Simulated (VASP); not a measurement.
## InTe (space group Fm-3m): computed properties

All values below come from LDA (Ceperley-Alder, Perdew-Zunger), VASP's LDA PAW potentials (set 64) (plane waves; VASP).

```yaml
space_group: Fm-3m (225)
cell: a = b = c = 6.1055 Å, α = β = γ = 90.00°
volume_per_atom: 28.45 Å³/atom
band gap (over mesh and band path): none (metal, semimetal or under 0.01 eV)
density: 7.07 g/cm³
```

```
InTe
1.0
    0.00000     3.05276     3.05276
    3.05276     0.00000     3.05276
    3.05276     3.05276     0.00000
In Te
1 1
Direct
  0.00000   0.00000   0.00000
  0.50000   0.50000   0.50000
```

Unless said otherwise, spin-orbit coupling is left out, though it shifts the bands of the heavy elements here.

The structure comes from a measured InTe entry (Fm-3m) of the Crystallography Open Database, whose conditions weren't checked. It was relaxed first. Symmetry was kept, so distortions that lower it aren't found. The electron count is odd and the run is not spin-polarised, which forces a metal.
